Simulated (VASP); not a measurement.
LiMgBN2: single point with PBE

The system is LiMgBN2.

```
Li Mg B N
1.0
    -1.90966    1.90966    4.44352
     1.90966   -1.90966    4.44352
     1.90966    1.90966   -4.44352
Li Mg B N
1 1 1 2
Direct
  0.25000 0.75000 0.50000
  0.75000 0.25000 0.50000
  0.50000 0.50000 0.00000
  0.69755 0.60498 0.00000
  0.39502 0.30245 0.00000
```

The cell comes from a database or a generator and needn't be the stable form of this composition.

The cell isn't the ideal one: all N atoms moved -0.250 Å, as atom 4 along Cartesian [1 -1 0].

```json
{
  "Program": "VASP 6.6.1",
  "Task": "single point",
  "Functional": "PBE",
  "Potentials or basis": "VASP PAW PBE potentials, release 64 (Li_sv, Mg, B, N)",
  "Cutoff": "520 eV",
  "k mesh": "8 × 8 × 8",
  "Occupations": "gaussian, width 0.05 eV",
  "Spin": "no spin polarisation",
  "Dipole correction": "no",
  "Further INCAR settings": "ALGO = Fast; EDIFF = 1e-07; NBANDS = 17"
}
```

```yaml
Largest_force: 2.728 eV/Å
Band_gap_on_the_k_mesh: 2.27 eV, indirect (least direct gap 2.91 eV)
```

Forces in eV/Å, atoms in the order of the input:
```
Li  -0.407  0.407  0.000
Mg  -1.292  1.292  0.000
B   -1.681  1.681  0.000
N    2.159 -1.221 -1.134
N    1.221 -2.159  1.134
```

Levels at points of the mesh, in eV from the valence-band top:
| k point | band 5 | band 6 | band 7 | band 8 | band 9 | band 10 | band 11 | band 12 | band 13 | band 14 |
| --- | --- | --- | --- | --- | --- | --- | --- | --- | --- | --- |
| (0.00, 0.00, 0.00) | -2.94 | -2.14 | -2.09 | -1.38 | -1.04 | 2.27 | 6.01 | 6.83 | 7.23 | 9.00 |
| (0.50, 0.00, 0.00) | -4.00 | -2.82 | -2.36 | -1.13 | -0.55 | 4.27 | 5.59 | 7.16 | 7.84 | 8.45 |
| (0.00, 0.50, 0.50) | -4.32 | -2.64 | -2.36 | -1.15 | -0.63 | 4.59 | 5.28 | 7.27 | 7.67 | 8.72 |
| (0.50, 0.50, 0.00) | -3.81 | -3.42 | -2.99 | -1.96 | -0.38 | 4.18 | 5.73 | 6.34 | 7.63 | 9.64 |
| (0.00, 0.00, 0.50) | -4.07 | -3.30 | -2.94 | -1.87 | -0.56 | 4.55 | 5.46 | 6.42 | 7.76 | 9.70 |
| (0.50, 0.50, 0.50) | -3.94 | -2.88 | -2.72 | -0.12 | -0.05 | 2.86 | 5.88 | 6.52 | 6.63 | 8.24 |

Wall time 4 min on 1 thread of Intel(R) Xeon(R) 6975P-C (Granite Rapids), with other jobs on the host, peak memory 0.37 GiB.

Caveat: forces of over 1 eV/Å show positions far from the minimum, so gaps and moduli don't describe the material at rest. A k mesh can miss the band edges.
